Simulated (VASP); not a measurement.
```
CELL_PARAMETERS angstrom
      2.93760     0.00000     0.00000
      0.00000     2.93760     0.00000
      0.00000     0.00000     2.93760
ATOMIC_POSITIONS crystal
  Cr 0.00000 0.00000 0.00000
  Cr 0.50000 0.50000 0.50000
```
Starting moments (μB, in the order of the record's atoms Cr Cr): 1.5 -1.5.

The base run (VASP): PBE GGA, plane waves, VASP's PBE PAW potentials (set 64). Run with 400 eV cut-off, 11×11×11 Γ-centred mesh, first-order Methfessel-Paxton smearing of 0.10 eV, potentials Cr_pv.

One setting is varied; ΔE counts from the base run. The base run took about 20 core-seconds. Costs are core time on shared hosts, one run each; read them as rough ratios.

Pressures at a finite cut-off, here 400 eV, hold a Pulay part, which wasn't tested here.

```json
[
 {"setting": "ISPIN = 1, the spin start removed", "cost over the base run": "about 1/2", "electronic steps": "13", "bands": "16", "ΔE (meV/atom)": "60.8", "pressure (GPa)": "-21.50"},
 {"setting": "MAGMOM = 0 0", "cost over the base run": "within a factor of 2", "electronic steps": "13", "bands": "16", "ΔE (meV/atom)": "60.8", "pressure (GPa)": "-21.44"},
 {"setting": "NUPDOWN = 0", "cost over the base run": "within a factor of 2", "electronic steps": "16", "bands": "16", "ΔE (meV/atom)": "0.0", "pressure (GPa)": "-12.04"},
 {"setting": "MAGMOM = 1.5 1.5", "cost over the base run": "within a factor of 2", "electronic steps": "15", "bands": "18", "ΔE (meV/atom)": "60.8", "pressure (GPa)": "-21.49"},
 {"setting": "base run", "cost over the base run": "reference", "electronic steps": "16", "bands": "16", "ΔE (meV/atom)": "0.0", "pressure (GPa)": "-12.04"},
 {"setting": "NUPDOWN = 2", "cost over the base run": "within a factor of 2", "electronic steps": "16", "bands": "16", "ΔE (meV/atom)": "605.7", "pressure (GPa)": "-13.38"},
 {"setting": "MAGMOM = 3.5 0.5", "cost over the base run": "within a factor of 2", "electronic steps": "18", "bands": "18", "ΔE (meV/atom)": "0.0", "pressure (GPa)": "-11.97"},
 {"setting": "MAGMOM = 0.3 -0.3", "cost over the base run": "within a factor of 2", "electronic steps": "20", "bands": "16", "ΔE (meV/atom)": "60.8", "pressure (GPa)": "-21.57"},
 {"setting": "NUPDOWN = 1", "cost over the base run": "about 3 times", "electronic steps": "42", "bands": "16", "ΔE (meV/atom)": "219.9", "pressure (GPa)": "-19.27"}
]
```

Left out are runs that failed, have no time on record or changed the cell.

The compound is Cr in the bcc, AFM order structure. The cell was not relaxed at this level.
